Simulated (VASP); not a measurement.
Level of theory: PBE GGA with D3 dispersion (Becke-Johnson damping), VASP's PBE PAW potentials (set 64) (plane waves; VASP). For the first row: Numerical set-up: 520 eV cut-off, 9×9×9 Γ-centred mesh, first-order Methfessel-Paxton smearing of 0.10 eV, potentials Fe Ni.

```tsv
system	energy (eV/atom)
Ni3Fe (L1_2)	-6.6845
Fe (bcc)	-8.6074
Ni (fcc)	-5.9433
```

The references are the elements' solids at the same level; no temperature or zero-point terms are added.

Task: What is the formation energy per atom of Ni3Fe?

Result: The references average (1×(-8.6074) + 3×(-5.9433))/4 = -6.6093 eV, so the formation energy is -6.6845 − (-6.6093) = -0.075 eV/atom.
